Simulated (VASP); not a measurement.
Crystal: Al.

```
CELL_PARAMETERS angstrom
0.00000 2.00782 2.00782
2.00782 0.00000 2.00782
2.00782 2.00782 0.00000
ATOMIC_POSITIONS crystal
Al 0.00000 0.00000 0.00000
```

Base run:

* Program: VASP 6.6.1
* Functional: r2SCAN
* Potentials or basis: VASP PAW PBE potentials, release 64 (Al)
* Cutoff: 520 eV
* k mesh: 16 × 16 × 16
* Occupations: methfessel-paxton, width 0.1 eV
* Spin: no spin polarisation

Its results: pressure -1.8 GPa.

Q: The run is repeated on the same cell with these changes: functional from r2SCAN to PBE. What comes out?

A: Pressure 1.5 GPa.

Caveats: the PAW data sets were made with another functional, which shifts forces and pressure a little (some runs).
